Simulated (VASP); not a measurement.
The input files of a VASP run:

**POSCAR**
```
Yb
1
    0.0000000000     2.7400000000     2.7400000000
    2.7400000000     0.0000000000     2.7400000000
    2.7400000000     2.7400000000     0.0000000000
Yb
1
Direct
  0.0000000000   0.0000000000   0.0000000000
```

INCAR:
```
SYSTEM = Yb
PREC = Accurate
ENCUT = 400
EDIFF = 1E-6
NELM = 100
ALGO = Normal
LREAL = .FALSE.
LASPH = .TRUE.
ISMEAR = 1
SIGMA = 0.1
GGA = PE
LMAXMIX = 6
LWAVE = .FALSE.
LCHARG = .FALSE.
ISIF = 2
LSORBIT = .TRUE.
MAGMOM = 0 0 0
GGA_COMPAT = .FALSE.
```

### KPOINTS
```
Automatic mesh
0
Gamma
9 9 9
0 0 0
```

POTCAR, in this order: Yb_2 (PBE.64 set). Program: vasp_std.

What VASP printed:

### standard output
```
 POSCAR found type information on POSCAR Yb
 POSCAR found :  1 types and       1 ions
 Reading from existing POTCAR

 -----------------------------------------------------------------------------
|                                                                             |
|     EEEEEEE  RRRRRR   RRRRRR   OOOOOOO  RRRRRR      ###     ###     ###     |
|     E        R     R  R     R  O     O  R     R     ###     ###     ###     |
|     E        R     R  R     R  O     O  R     R     ###     ###     ###     |
|     EEEEE    RRRRRR   RRRRRR   O     O  RRRRRR       #       #       #      |
|     E        R   R    R   R    O     O  R   R                               |
|     E        R    R   R    R   O     O  R    R      ###     ###     ###     |
|     EEEEEEE  R     R  R     R  OOOOOOO  R     R     ###     ###     ###     |
|                                                                             |
|     ERROR: Noncollinear calculations require that VASP is compiled          |
|     without the flag -DNGXhalf and-DNGZhalf.                                |
|     You probably tried to run a noncollinear calculation                    |
|     (LNONCOLLINEAR=T) with the executable vasp_std. Use vasp_ncl            |
|     instead!                                                                |
|                                                                             |
|       ---->  I REFUSE TO CONTINUE WITH THIS SICK JOB ... BYE!!! <----       |
|                                                                             |
 -----------------------------------------------------------------------------
```

Read the log: what went wrong, and how is it fixed?

The cause: LSORBIT needs the non-collinear program vasp_ncl. VASP stops with an error: ERROR: Noncollinear calculations require that VASP is compiled without the flag -DNGXhalf and-DNGZhalf. You probably tried to run a noncollinear calculation (LNONCOLLINEAR=T) with the executable vasp_std. Use vasp_ncl instead! ----> I REFUSE TO CONTINUE WITH THIS SICK JOB ... BYE!!! <---- To mend it, run vasp_ncl.

The mended run (PBE GGA with spin-orbit coupling, plane waves, VASP's PBE PAW potentials (set 64)) converges, and its OSZICAR ends with
```
   1 F= -.17743769E+01 E0= -.17749682E+01  d E =0.177389E-02  mag=     0.0000    -0.0000    -0.0000
```

The compound is Yb in the fcc structure. The cell was not relaxed at this level. The 4f electrons are frozen in the core of the lanthanide potential, so 4f levels, which can set the real gap, and their magnetism are missing.
